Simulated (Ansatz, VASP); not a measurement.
# One calculation of Hf4Pb, two programs

The input INCAR:

```
SYSTEM = Hf4Pb
PREC = Accurate ; ENCUT = 600
EDIFF = 1E-7 ; ISMEAR = 0
SIGMA = 0.1 ; LREAL = .False.
LASPH = .True. ; NELM = 100
ALGO = Normal ; ISIF = 3
LWAVE = .False. ; LCHARG = .False.
GGA = PE ; IBRION = 2
NSW = 100 ; EDIFFG = -0.01
```

Contents of KPOINTS:

```
regular mesh
0
Gamma
  8 8 8
  0 0 0
```

POSCAR

```
Hf4Pb
1.0
   -3.2817115208      3.2817115208      3.2817115208
    3.2817115208     -3.2817115208      3.2817115208
    3.2817115208      3.2817115208     -3.2817115208
Hf Pb
4 1
Direct
    0.5000000000      0.5000000000      0.5000000000
    0.0000000000      0.0000000000      0.5000000000
    0.0000000000      0.5000000000      0.0000000000
    0.5000000000      0.0000000000      0.0000000000
    0.0000000000      0.0000000000      0.0000000000
```

Input for Ansatz:

```yaml
crystal:
  lattice:
    - [-3.2817115208, 3.2817115208, 3.2817115208]
    - [3.2817115208, -3.2817115208, 3.2817115208]
    - [3.2817115208, 3.2817115208, -3.2817115208]
  atoms:
    - { symbol: Hf, position: [0.5, 0.5, 0.5] }
    - { symbol: Hf, position: [0.0, 0.0, 0.5] }
    - { symbol: Hf, position: [0.0, 0.5, 0.0] }
    - { symbol: Hf, position: [0.5, 0.0, 0.0] }
    - { symbol: Pb, position: [0.0, 0.0, 0.0] }
basis:
  ecutwfc: 420
kpoints:
  mp_grid: { grid: [8, 8, 8] }
hamiltonian:
  xc: pbe
scf:
  occupations: { method: gaussian, width: 0.1 }
output:
  forces: true
  stress: true
  eigenvalues: true
  write_density: true
  write_potential: true
  elf: true
  volumetric_format: npy
relax:
  adjacent_minimum: "off"
  f_tol: 0.01
  max_steps: 80
  cell: { stress_tol: 0.05 }
```

Alike in both runs: task relaxation of cell and atoms; functional PBE; k mesh 8 × 8 × 8; occupations gaussian, width 0.1 eV; no spin polarisation.

|  | VASP | Ansatz |
| --- | --- | --- |
| version | VASP 6.6.1 | Ansatz 0.2.0 |
| potentials or method | VASP PAW PBE potentials, release 64 (Hf_pv, Pb_d) | scalar-relativistic, plane waves, PAW |
| plane-wave cutoff (eV) | 600 | 420 |
| valence electrons in the cell | 54 | 118 |

|  | VASP | Ansatz | Ansatz less VASP |
| --- | --- | --- | --- |
| gap on the k mesh at the Fermi level, each at its own relaxed structure (eV) | none | none | - |
| relaxed volume (Å³/atom) | 28.11 | 28.23 | +0.121 |
| relaxed cell length with the largest relative difference (Å) | 5.673 | 5.681 | +0.0081 |

A gap of «none» marks a metal or a gap that the smearing closes. The two sets of potentials don't hold the same shells in valence.

Spin-orbit coupling is left out, which matters for the levels of Hf, Pb.
